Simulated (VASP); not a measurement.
Computed with PBE GGA, VASP's PBE PAW potentials (set 64) (plane waves; VASP).

VASP ran on this input.

**KPOINTS**
```
K-points
0
G
  10 10 10
0 0 0
```

**INCAR**
```
# general
SYSTEM =YN
PREC   =Normal
ENCUT  =450   # plane-wave cut-off (eV)
LREAL  =F
LASPH  =T

# electronic loop
EDIFF  =1E-5   # SCF stop (eV)
NELM   =100   # most electronic steps
NELMIN =4
ALGO   =Fast   # Davidson, then RMM-DIIS
LMAXMIX=4   # l cut-off of mixed one-centre charges

# smearing
ISMEAR =0
SIGMA  =0.05   # width (eV)

# functional
GGA    =PE   # PBE

# ions
IBRION =2
NSW    =20
ISIF   =2   # forces and stress, cell fixed
EDIFFG =-0.03

# output
LWAVE  =F
LCHARG =F
```

POSCAR:
```
YN
1
   -0.0000000000     2.4524717990     2.4524717990
    2.4524717990    -0.0000000000     2.4524717990
    2.4524717990     2.4524717990    -0.0000000000
Y N
1 1
Direct
  0.0000000000   0.0000000000   0.0000000000
  0.5000000000   0.5000000000   0.5000000000
```

POTCAR, in this order: Y_sv N (PBE.64 set). Program: vasp_std.

Q: What will the output report for the number of irreducible k-points (NKPTS), largest plane-wave count, number of space-group operations, FFT grid (NGX, NGY, NGZ)?

A: 
```yaml
number of irreducible k-points (NKPTS): 47
largest_plane_wave_count: 652
number_of_space_group_operations: 48
FFT grid (NGX, NGY, NGZ): 18 × 18 × 18
```

The compound is YN in the rock salt structure. It was relaxed first.
